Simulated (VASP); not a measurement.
# WAu (F-43m) in VASP: a series of runs, part 2 of 2

VASP 6.6.1.

## Step 3: Relaxation of cell and atoms, PBEsol

INCAR reads:

```
  ALGO = Normal
  EDIFF = 1E-6
  EDIFFG = -0.01
  ENCUT = 600
  GGA = PS
  IBRION = 2
  ISIF = 3
  ISMEAR = -1
  LASPH = T
  LCHARG = F
  LREAL = F
  LWAVE = F
  NELM = 60
  NSW = 60
  PREC = Accurate
  SIGMA = 0.05
```

KPOINTS reads:

```
k-points
0
Gamma
  6 6 6
```

POSCAR reads:

```
WAu
1.0
    0.0000000000      2.9092100000      2.9092100000
    2.9092100000      0.0000000000      2.9092100000
    2.9092100000      2.9092100000      0.0000000000
W Au
1 1
Direct
    0.0000000000      0.0000000000      0.0000000000
    0.7500000000      0.7500000000      0.7500000000
```

Potentials or basis: VASP PAW PBE potentials, release 64 (W_sv, Au).

Launch:

```sh
cat potpaw_PBE.64/W_sv/POTCAR potpaw_PBE.64/Au/POTCAR > POTCAR
mpirun -np 1 vasp_std > vasp.out
```

OUTCAR:

```text
EDIFF = 1E-6
   EDIFFG = -0.01
   ENCUT = 600
   GGA = PS
   IBRION = 2
   ISIF = 3
   ISMEAR = -1
   LASPH = T
   LREAL = F
   NELM = 60
   NSW = 60
   PREC = Accurate

 ion  position               nearest neighbor table
   1  0.000  0.000  0.000-   2 2.52   2 2.52   2 2.52   2 2.52
   2  0.750  0.750  0.750-   1 2.52   1 2.52   1 2.52   1 2.52

  LATTYP: Found a face centered cubic cell.
 ALAT       =     5.8184200000

  Lattice vectors:

 A1 = (   0.0000000000,   2.9092100000,   2.9092100000)
 A2 = (   2.9092100000,   0.0000000000,   2.9092100000)
 A3 = (   2.9092100000,   2.9092100000,   0.0000000000)

Analysis of symmetry for initial positions (statically):
=====================================================================
 Subroutine PRICEL returns:
 Original cell was already a primitive cell.

 Routine SETGRP: Setting up the symmetry group for a
 face centered cubic supercell.

 Subroutine GETGRP returns: Found 24 space group operations
 (whereof 24 operations were pure point group operations)
 out of a pool of 48 trial point group operations.

The static configuration has the point symmetry T_d .
[... 141 lines left out ...]
   NGX = 17   NGY = 17   NGZ = 17

--------------------------------------- Ionic step        1  -------------------------------------------

 number of electron      25.0000001 magnetization

 Free energy of the ion-electron system (eV)
  ---------------------------------------------------
  ext. energy  EPLUGINS =         0.00000000
  ---------------------------------------------------
  free energy    TOTEN  =       -13.64536852 eV

  energy without entropy =      -13.62960844  energy(sigma->0) =      -13.63748848

------------------------ aborting loop because EDIFF is reached ----------------------------------------

  FORCE on cell =-STRESS in cart. coord.  units (eV):
  Direction    XX          YY          ZZ          XY          YZ          ZX
  --------------------------------------------------------------------------------------
  -------------------------------------------------------------------------------------
  Total       -1.4604881     -1.4604881     -1.4604881      0.0000000     -0.0000000      0.0000000
  in kB      -47.5174782    -47.5174782    -47.5174782      0.0000000     -0.0000000      0.0000000
  external PRESSURE =     -47.5174782 kB  Pullay stress =       0.0000000 kB
[... 95 lines left out ...]
--------------------------------------- Ionic step        4  -------------------------------------------

 number of electron      25.0000000 magnetization

 Free energy of the ion-electron system (eV)
  ---------------------------------------------------
  ext. energy  EPLUGINS =         0.00000000
  ---------------------------------------------------
  free energy    TOTEN  =       -13.67234603 eV

  energy without entropy =      -13.65661967  energy(sigma->0) =      -13.66448285

 E-fermi :   5.8750     XC(G=0): -11.0005

 val. band max:        5.8748907517   @ k =   0.5000   0.3333   0.1667
 cond. band min:       5.9249751571   @ k =   0.5000   0.3333   0.0000
 fundamental gap:      0.0500844053
 Fermi energy:         5.8749700253

 k-point     1 :       0.0000    0.0000    0.0000
  band No.  band energies     occupation
      1     -68.4472      2.00000
      2     -32.6427      2.00000
      3     -32.6427      2.00000
      4     -32.6427      2.00000
      5      -1.9233      2.00000
      6      -0.0531      2.00000
[... 322 lines left out ...]
  FREE ENERGIE OF THE ION-ELECTRON SYSTEM (eV)
  ---------------------------------------------------
  free  energy   TOTEN  =       -13.6723460298 eV

  energy  without entropy=      -13.6566196705  energy(sigma->0) =      -13.66448285

 reached required accuracy - stopping structural energy minimisation
```

OSZICAR:

```text
N       E                     dE             d eps       ncg     rms          rms(c)
DAV:   1     0.192742329631E+03    0.19274E+03   -0.14303E+04   512   0.172E+03
DAV:   2    -0.101979693254E+02   -0.20294E+03   -0.20077E+03   648   0.416E+02
DAV:   3    -0.150954422496E+02   -0.48975E+01   -0.48275E+01   592   0.610E+01
DAV:   4    -0.151633891043E+02   -0.67947E-01   -0.67745E-01   632   0.757E+00
[... 31 lines left out ...]
       N       E                     dE             d eps       ncg     rms          rms(c)
DAV:   1    -0.136724971101E+02   -0.16537E-03   -0.33051E-03   536   0.658E-01    0.103E-01
DAV:   2    -0.136723558246E+02    0.14129E-03   -0.41238E-04   536   0.189E-01    0.241E-02
DAV:   3    -0.136723461798E+02    0.96448E-05   -0.72056E-05   568   0.628E-02    0.181E-02
DAV:   4    -0.136723460298E+02    0.15004E-06   -0.28806E-06   384   0.157E-02
   4 F= -.13672346E+02 E0= -.13664483E+02  d E =-.269775E-01
```

CONTCAR:

```text
WAu
   1.00000000000000
     0.0000000000000000    2.8743662928779528    2.8743662928779528
     2.8743662928779528   -0.0000000000000000    2.8743662928779528
     2.8743662928779528    2.8743662928779528    0.0000000000000000
  W               Au
     1     1
Direct
     0.0000000000000000    1.0000000000000000    0.0000000000000000
     0.7500000000000000    0.7500000000000000    0.7500000000000000

  0.00000000E+00  0.00000000E+00  0.00000000E+00
  0.00000000E+00  0.00000000E+00  0.00000000E+00
```

It took 22 s on 1 thread of Intel Xeon 6975P-C (Granite Rapids), shared host; peak memory 0.22 GiB.

Results:

* Free energy: -13.6723 eV
* Relaxed volume: 23.75 Å³/atom
* Relaxed cell: a = 4.065 Å, b = 4.065 Å, c = 4.065 Å, α = 60.00°, β = 60.00°, γ = 60.00°
* Space group after relaxing (to 0.05 Å): F-43m (No. 216)
* Energy gained by relaxing: 13.5 meV/atom
* Ionic steps: 4
* Pressure after relaxing: 0.0 GPa
* Band gap on the k mesh: none (metal or under the smearing width)

The path:
| step | energy change (eV) | largest force (eV/Å) | pressure (GPa) | volume (Å³) |
| --- | --- | --- | --- | --- |
| 1 | 0.0000 | 0.0000 | -4.75 | 49.24 |
| 2 | 0.0886 | 0.0000 | 12.15 | 44.22 |
| 3 | -0.0270 | 0.0000 | -0.11 | 47.53 |
| 4 | -0.0270 | 0.0000 | -0.05 | 47.50 |

Final structure:
```cif
data_structure
_symmetry_space_group_name_H-M 'P 1'
_symmetry_Int_Tables_number 1
_cell_length_a 4.0650
_cell_length_b 4.0650
_cell_length_c 4.0650
_cell_angle_alpha 60.000
_cell_angle_beta 60.000
_cell_angle_gamma 60.000
_cell_volume 47.50
loop_
_atom_site_label
_atom_site_type_symbol
_atom_site_fract_x
_atom_site_fract_y
_atom_site_fract_z
_atom_site_occupancy
W1 W 0.00000 0.00000 0.00000 1
Au1 Au 0.75000 0.75000 0.75000 1
```

Caveat: the PAW data sets were made with another functional, which shifts forces and pressure a little. The run has no spin-orbit coupling, so splittings on Au, W are missing.

## Step 4: The reference run

An earlier run on the cell as given: functional PBE; potentials or basis VASP PAW PBE potentials, release 64 (W_sv, Au); cutoff 520 eV; k mesh 8 × 8 × 8; occupations fermi-dirac, width 0.05 eV; no spin polarisation.

- Pressure: 0.0 GPa
- Band gap on the k mesh: none (metal or under the smearing width)

## Step 5: The runs side by side

```tsv
task	level	cell	k mesh	cutoff (eV)	smearing	gap on the mesh (eV)	pressure (GPa)
relaxation of the atoms	r2SCAN	atoms relaxed from: atoms moved at random, drawn with an rms of 0.1 Å	6 × 6 × 6	520	methfessel-paxton 0.1 eV	none	-2.9
relaxation of cell and atoms	PBEsol	relaxed	6 × 6 × 6	600	fermi-dirac 0.05 eV	none	0.0
single point	PBE	as given	8 × 8 × 8	520	fermi-dirac 0.05 eV	none	0.0
```

Alike in all rows: potentials or basis VASP PAW PBE potentials, release 64 (W_sv, Au); no spin polarisation.

Caveats: the PAW data sets were made with another functional, which shifts forces and pressure a little (some runs).

Total energies depend on the potentials used, so only differences within one code and one set of settings carry meaning.
